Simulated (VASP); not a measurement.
ZnBi3:

```
CELL_PARAMETERS angstrom
4.87316 0.00000 0.00000
0.00000 4.87316 0.00000
0.00000 0.00000 4.87316
ATOMIC_POSITIONS crystal
Bi 0.50000 0.50000 0.00000
Bi 0.50000 0.00000 0.50000
Bi 0.00000 0.50000 0.50000
Zn 0.00000 0.00000 0.00000
```

The cell comes from a database or a generator and needn't be the stable form of this composition.

```yaml
Program: VASP 6.6.1
Task: single point
Functional: PBE
Potentials_or_basis: VASP PAW PBE potentials, release 64 (Bi_d, Zn)
Cutoff: 520 eV
k_mesh: 6 × 6 × 6
Occupations: fermi-dirac, width 0.05 eV
Spin: no spin polarisation
```

On this cell: pressure -0.1 GPa; largest force zero by symmetry; band gap on the k mesh none (metal or under the smearing width).

The same run follows on a disturbed copy (atoms moved at random, drawn with an rms of 0.05 Å):

```
Bi Zn
1.0
     4.87316    0.00000    0.00000
     0.00000    4.87316    0.00000
     0.00000    0.00000    4.87316
Bi Zn
3 1
Direct
  0.50127 0.50343 0.00775
  0.50217 0.99007 0.50443
  0.99079 0.50316 0.49957
  0.99911 0.00130 0.99692
```

What does the disturbed cell give?

The energy (extrapolated to zero smearing) moves by +2.5 meV/atom; pressure 0.0 GPa; largest force 0.187 eV/Å; band gap on the k mesh none (metal or under the smearing width).

Forces on the atoms (eV/Å):
```
Bi  -0.085 -0.097 -0.059
Bi  -0.083  0.163  0.039
Bi   0.138 -0.099  0.022
Zn   0.029  0.033 -0.002
```

Caveats: spin-orbit coupling is left out, which moves the levels of the heavy elements.
